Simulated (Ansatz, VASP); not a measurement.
# PtC: VASP beside Ansatz, part 2 of 2

One calculation is typed for both programs; each brings its own data sets. How far apart do they land? The cell is generated by rule, not measured, and may not be a known phase. The cell is taken from a series of runs on this material, whose earlier steps may have relaxed, scaled, displaced or heated it; both programs get it as it stands.

VASP 6.6.1 and Ansatz 0.2.0.

So far: Starting point; VASP: zone-centre phonons, PBEsol, pair 1; Ansatz: zone-centre phonons, PBEsol, pair 1; Differences.

## (5) Ansatz: zone-centre phonons, PBEsol, pair 2

Level of this step: Ansatz beside VASP: Kohn-Sham DFT, plane waves, PBEsol (Ansatz).

Second derivatives magnify differences that forces hide, and they need a tight electronic threshold. The cell compared in this pair holds 21.28 Å³, against 25.45 Å³ for the pair before.

The cell is taken from a series of runs on this material, whose earlier steps may have relaxed, scaled, displaced or heated it; both programs get it as it stands.

The input, input.yaml:

```yaml
crystal:
  lattice:
    - [2.7712460625, 0.0, 0.0]
    - [0.0, 2.7712460625, 0.0]
    - [0.0, 0.0, 2.7712460625]
  atoms:
    - { symbol: Pt, position: [0.0, 0.0, 0.0] }
    - { symbol: C, position: [0.5, 0.5, 0.5] }
kpoints:
  mp_grid: { grid: [16, 16, 16] }
hamiltonian:
  xc: pbesol
scf:
  occupations: { method: methfessel_paxton, width: 0.15 }
output:
  eigenvalues: true
phonons:
  method: dfpt
```

Command:

```sh
ansatz run input.yaml --threads 4 --pin off --max-ram 7168MiB --backend cpu --events-out ev --progress --plain --runs-dir out
```

Numbers of over 12 decimals in the logs are rounded to 6 here.

What it wrote:

```text
[...]
Crystal: 2 atoms, lattice volume = 21.283 Å³
Basis set: ecut = 420 eV, 437 PW (Γ), exchange–correlation on 40×40×40 points (8 copies of the dense FFT grid, shifted against one another)
Bands: 15, of which v1, the nominal top of the filled ones, is band 11 counted from 1 (10 counted from 0)
Symmetry: 48 space group operations
k-points: 405 of 4096 (irreducible under 8 space group operations, time reversal used)
[...]
k-point 2: bands = [... 7 lower, 17.8992, 17.8992, 18.8220, 19.5781, 21.4195, 21.4195, 25.8621, 35.2988]
  k-point 404: bands = [... 7 lower, 12.6434, 20.4878, 20.4878, 24.6858, 24.6858, 24.6858, 26.0479, 26.0479]
[...]
ASR residual: 3.084e-5 → 0.000e0 eV/Å²; symmetrization residual: 1.220e-6 eV/Å²
  ASR residual per site (eV/Å²): 3.08e-5 4.14e-7
  Γ frequencies (cm⁻¹): -273.79 -273.79 -273.79 0.00 0.00 0.00
[...]
[key lines of the parts left out:]
SCF converged after 7 iterations
Free energy (F): -12626.655883 eV
Fermi energy:    20.635853 eV
```

## (6) VASP: zone-centre phonons, PBEsol, pair 2

The same cell, functional, mesh and smearing now go to VASP, with its own data sets.

The input, INCAR:

```
SYSTEM = PtC
PREC = Accurate
ENCUT = 600
EDIFF = 1E-08
NELM = 120
ISMEAR = 1
SIGMA = 0.15
LREAL = .FALSE.
ALGO = Normal
GGA = PS
NBANDS = 13
LASPH = .TRUE.
LORBIT = 11
LWAVE = .FALSE.
LCHARG = .FALSE.
ISIF = 2
IBRION = 8
GGA_COMPAT = .FALSE.
KPAR = 2
```

The input, POSCAR:

```
PtC
1.0
    2.7712460625      0.0000000000      0.0000000000
    0.0000000000      2.7712460625      0.0000000000
    0.0000000000      0.0000000000      2.7712460625
Pt C
1 1
Direct
    0.0000000000      0.0000000000      0.0000000000
    0.5000000000      0.5000000000      0.5000000000
```

The input, KPOINTS:

```
Automatic mesh
0
Gamma
16 16 16
0 0 0
```

Potentials, in the order of the species: Pt and C (PBE family, release 64).

Command:

```sh
mpirun -np 2 vasp_std
```

What it wrote:

```text
[banner, memory and clock lines left out]
running    2 mpi-ranks, on    1 nodes
[...]
[... a notice as in an earlier step ...]

 LDA part: xc-table for (Slater+PW92), standard interpolation
 POSCAR, INCAR and KPOINTS ok, starting setup
[...]
entering main loop
       N       E                     dE             d eps       ncg     rms          rms(c)
DAV:   1     0.603288297652E+02    0.60329E+02   -0.78417E+03  4330   0.114E+03
DAV:   2    -0.124999016605E+02   -0.72829E+02   -0.67029E+02  5155   0.220E+02
DAV:   3    -0.143280935382E+02   -0.18282E+01   -0.18057E+01  4965   0.340E+01
DAV:   4    -0.143359992983E+02   -0.79058E-02   -0.79046E-02  4975   0.260E+00
[...]
DAV:  13    -0.127704528249E+02    0.61806E-06   -0.18443E-06  4795   0.115E-02    0.651E-03
DAV:  14    -0.127704526153E+02    0.20963E-06   -0.26878E-07  4830   0.409E-03    0.494E-04
DAV:  15    -0.127704526136E+02    0.16904E-08   -0.68003E-09  2700   0.758E-04
   1 F= -.12770453E+02 E0= -.12771108E+02  d E =0.196570E-02
[...]
RMM:  10    -0.239154979021E+00    0.34941E-06   -0.10358E-09 18552   0.638E-05    0.835E-06
RMM:  11    -0.239155008339E+00   -0.29317E-07    0.18438E-09 19736   0.259E-05    0.167E-06
RMM:  12    -0.239155010174E+00   -0.18350E-08    0.86463E-10 18749   0.187E-05    0.562E-07
 first order change of Fermi-energy   0.14922E-02
 force on displaced ion       1 direction 1 :   3.063  -0.000   0.000
 Linear response progress:
  Degree of freedom:   2/  2
       N       E                     dE             d eps       ncg     rms          rms(c)
RMM:   1    -0.102261230842E+00   -0.10226E+00    0.30661E-02 21896   0.180E+00
RMM:   2    -0.100263895380E+00    0.19973E-02   -0.14238E-03 16312   0.297E-01    0.913E-02
RMM:   3    -0.100101890515E+00    0.16200E-03   -0.98715E-05 17018   0.627E-02    0.496E-02
RMM:   4    -0.100058436744E+00    0.43454E-04   -0.71770E-05 16979   0.508E-02    0.860E-03
[...]
RMM:   9    -0.100075777745E+00    0.25145E-06   -0.59318E-09 17855   0.612E-05    0.666E-06
RMM:  10    -0.100075762479E+00    0.15266E-07   -0.13623E-08 18582   0.186E-05    0.242E-06
RMM:  11    -0.100075760647E+00    0.18319E-08    0.83972E-10 15798   0.127E-05    0.624E-07
 first order change of Fermi-energy  -0.34269E-03
 force on displaced ion       2 direction 1 :   3.060  -0.000   0.000
 Linear response finished
```

From OUTCAR (step 6):

```text
  Total       -0.0032083     -0.0032083     -0.0032083     -0.0000000     -0.0000000      0.0000000
  in kB       -0.2415227     -0.2415227     -0.2415227     -0.0000000     -0.0000000      0.0000000
  external PRESSURE =      -0.2415227 kB  Pullay stress =       0.0000000 kB

 POSITION                                       TOTAL-FORCE (eV/Angst)
 -----------------------------------------------------------------------------------
      0.00000      0.00000      0.00000         0.000000      0.000000      0.000000
      1.38562      1.38562      1.38562         0.000000      0.000000      0.000000
 -----------------------------------------------------------------------------------
    total drift:                                0.000000      0.000000     -0.000000

[... 2 further parts left out ...]
```

## (7) Differences

What differs besides the data sets and the points named for the pairs above, as far as they apply: the data sets hold 22 valence electrons in Ansatz (on its default PAW (the set named soft_2) files) and 14 in VASP. Total energies have different zeros and are not compared.

Compared:

| quantity | Ansatz | VASP | difference |
| --- | --- | --- | --- |
| optical mode 1 to 3 (imaginary, printed as negative) (cm⁻¹) | -273.8 | -271.2 | -2.6 |

Modes are paired by rising frequency, not by their patterns, so a pair may set unlike modes beside each other; they are those without the splitting of longitudinal modes.

## (8) Results

| Item | Value |
| --- | --- |
| r.m.s. difference of the optical zone-centre modes, each program's sorted by frequency (zone-centre phonons, PBEsol, pair 1) | 6.9 cm⁻¹ |
| difference in optical mode 1 to 3 (zone-centre phonons, PBEsol, pair 1) | -1.2 % |
| r.m.s. difference of the optical zone-centre modes, each program's sorted by frequency (zone-centre phonons, PBEsol, pair 2) | 2.6 cm⁻¹ |

**Reading.** The r.m.s. difference of the optical zone-centre modes, each program's sorted by frequency is 6.9 cm⁻¹ (zone-centre phonons, PBEsol, pair 1). The data sets hold unlike numbers of valence electrons (22 in Ansatz and 14 in VASP), so part of the differences comes from the potentials. Among the rows given in per cent, the largest difference of the zone-centre phonons, PBEsol, pair 1 pair is in optical mode 1 to 3, -1.2 %. How closely two codes agree says nothing of how well the functional describes the real material.

[Lines on the potential files, build, host, timing and source positions are cut from VASP's logs without a mark.]

[Logs are printed without paths, hosts, clocks, repeated set-up lines and the standing remarks that a program may print on its own settings, such as how far it seeks lower states.]

[Hosts, paths, dates, database ids (printed as entryN), source tags and the programs' standing remarks are cut or masked in the printed files.]
